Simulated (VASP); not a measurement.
Be3CdO4: relaxation of cell and atoms with PBE

Be3CdO4:

```
Be Cd O
1.0
     6.05000    0.00000    0.00000
     0.00000    5.24000    0.00000
     0.00000    0.00000    4.94000
Be Cd O
6 2 8
Direct
  0.25000 0.66700 0.50000
  0.75000 0.66700 0.50000
  0.00000 0.16700 0.50000
  0.75000 0.33300 0.00000
  0.25000 0.33300 0.00000
  0.50000 0.83300 0.00000
  0.50000 0.16700 0.50000
  0.00000 0.83300 0.00000
  0.23000 0.36000 0.37000
  0.77000 0.36000 0.37000
  0.50000 0.80000 0.37500
  0.00000 0.83300 0.41000
  0.73000 0.64000 0.87000
  0.27000 0.64000 0.87000
  0.00000 0.20000 0.87500
  0.50000 0.16700 0.91000
```

The cell was built by a generator and needn't be a form met in nature.

| Property | Result |
| --- | --- |
| Program | VASP 6.6.1 |
| Task | relaxation of cell and atoms |
| Functional | PBE |
| Potentials or basis | VASP PAW PBE potentials, release 64 (Be, Cd, O) |
| Cutoff | 520 eV |
| k mesh | 3 × 3 × 3 |
| Occupations | gaussian, width 0.15 eV |
| Spin | no spin polarisation |
| Further INCAR settings | PREC = Normal; LREAL = Auto; ALGO = Fast; EDIFF = 0.0001; IBRION = 2; EDIFFG = -0.08; NSW = 24; ISIF = 3 |

- Relaxed volume: 8.93 Å³/atom
- Relaxed cell: a = 5.975 Å, b = 5.056 Å, c = 4.732 Å, α = 90.00°, β = 90.00°, γ = 90.00°
- Space group after relaxing (to 0.05 Å): Pmn2_1 (No. 31)
- Energy gained by relaxing: 229.3 meV/atom
- Ionic steps: 12
- Pressure after relaxing: 0.8 GPa
- Largest force after relaxing: 0.076 eV/Å
- Band gap on the k mesh: 3.00 eV, indirect (least direct gap 3.01 eV)

Forces on the atoms (eV/Å):
```
Be  -0.035 -0.035  0.043
Be   0.035 -0.035  0.043
Be   0.000 -0.059  0.049
Be  -0.035  0.035  0.043
Be   0.035  0.035  0.043
Be   0.000  0.059  0.049
Cd   0.000 -0.056 -0.044
Cd   0.000  0.056 -0.044
O    0.044  0.038 -0.044
O   -0.044  0.038 -0.044
O    0.000  0.003 -0.026
O    0.000  0.000  0.023
O    0.044 -0.038 -0.044
O   -0.044 -0.038 -0.044
O    0.000 -0.003 -0.026
O    0.000  0.000  0.023
```

Stress tensor (GPa, compression positive):
```
0.76 0.00 0.00
0.00 1.19 0.00
0.00 0.00 0.34
```

The path:
```csv
step,energy change (eV),largest force (eV/Å),pressure (GPa),volume (Å³)
1,0.0000,4.0756,-4.06,156.61
2,-3.0331,1.1570,-7.20,151.05
3,-3.1814,1.0251,-6.48,149.31
4,-3.5251,0.5910,4.44,139.83
5,-3.5410,0.5224,2.37,141.35
6,-3.6403,0.2701,0.59,143.06
7,-3.6439,0.2574,0.25,143.46
8,-3.6621,0.1303,-0.54,144.08
9,-3.6627,0.1181,-0.82,144.32
10,-3.6630,0.1379,-0.78,144.25
11,-3.6696,0.0936,0.16,143.45
12,-3.6692,0.0763,0.76,142.94
```

Final structure:
```cif
data_structure
_symmetry_space_group_name_H-M 'P 1'
_symmetry_Int_Tables_number 1
_cell_length_a 5.9753
_cell_length_b 5.0557
_cell_length_c 4.7319
_cell_angle_alpha 90.000
_cell_angle_beta 90.000
_cell_angle_gamma 90.000
_cell_volume 142.94
loop_
_atom_site_label
_atom_site_type_symbol
_atom_site_fract_x
_atom_site_fract_y
_atom_site_fract_z
_atom_site_occupancy
Be1 Be 0.25609 0.65250 0.50339 1
Be2 Be 0.74391 0.65250 0.50339 1
Be3 Be 0.00000 0.20701 0.50157 1
Be4 Be 0.75609 0.34750 0.00339 1
Be5 Be 0.24391 0.34750 0.00339 1
Be6 Be 0.50000 0.79299 0.00157 1
Cd1 Cd 0.50000 0.15969 0.50233 1
Cd2 Cd 0.00000 0.84031 0.00233 1
O1 O 0.20625 0.36669 0.34995 1
O2 O 0.79375 0.36669 0.34995 1
O3 O 0.50000 0.75167 0.35347 1
O4 O 0.00000 0.85926 0.46094 1
O5 O 0.70625 0.63331 0.84995 1
O6 O 0.29375 0.63331 0.84995 1
O7 O 0.00000 0.24833 0.85347 1
O8 O 0.50000 0.14074 0.96094 1
```

Levels at points of the mesh, in eV from the valence-band top:
```tsv
k point	band 39	band 40	band 41	band 42	band 43	band 44	band 45	band 46
(0.00, 0.00, 0.00)	-0.56	-0.38	-0.04	-0.01	3.00	5.82	7.95	7.96
```

It took 49 s on 4 MPI ranks on AMD EPYC 9R45 (Zen 5), on a shared host, peak memory 0.1 GiB a rank.

Caveat: the k mesh is coarse (spacing up to 0.42 Å⁻¹), so the values aren't converged; the relaxation stopped at a loose force limit of 0.08 eV/Å, so its end isn't a converged minimum. As with any semilocal functional, this PBE gap is likely too small.
